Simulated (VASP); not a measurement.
Data:

```
NbC
1.0
    0.00000     2.21361     2.21361
    2.21361     0.00000     2.21361
    2.21361     2.21361     0.00000
Nb C
1 1
Direct
  0.00000   0.00000   0.00000
  0.50000   0.50000   0.50000
```

These are LDA (Ceperley-Alder, Perdew-Zunger), VASP's LDA PAW potentials (set 64) (plane waves; VASP) values and carry that method's errors. Settings: 520 eV cut-off, 13×13×13 Γ-centred mesh, first-order Methfessel-Paxton smearing of 0.10 eV, potentials Nb_sv C.

Task: Estimate the energy per atom (σ→0), band gap (on the k-mesh) with the smallest direct gap where there is one.

Result: 
```yaml
band gap (on the k-mesh): none (metal, semimetal or under 0.01 eV)
energy per atom (σ→0): -11.323 eV/atom
```

The absolute energy has meaning only against runs of the same code, potentials and settings.

The compound is NbC in the rock salt structure. It was relaxed first. The start is the result of an earlier pass. The electron count is odd and the run is not spin-polarised, which forces a metal.
